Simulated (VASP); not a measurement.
Input:

```
CELL_PARAMETERS angstrom
      4.14690    -2.27713    -0.00758
      4.14690     2.27713    -0.00758
      2.90334     0.00000     3.73534
ATOMIC_POSITIONS crystal
  Bi 0.23594 0.23594 0.23594
  Bi 0.76406 0.76406 0.76406
```

These are optB86b-vdW, VASP's PBE PAW potentials (set 64) (plane waves; VASP) values and carry that method's errors. Numerical set-up: 520 eV cut-off, Gaussian smearing of 0.050 eV, potentials Bi_d.

Unless said otherwise, spin-orbit coupling is left out, though it shifts the bands of the heavy elements here.

Task: Estimate the band gap (along the path) with the smallest direct gap where there is one.

Result: 
```json
{
 "band gap (along the path)": "none (metal, semimetal or under 0.01 eV)"
}
```

Only differences to runs with the same potentials and settings are physical.

The compound is Bi in the a7 structure. It was relaxed first.
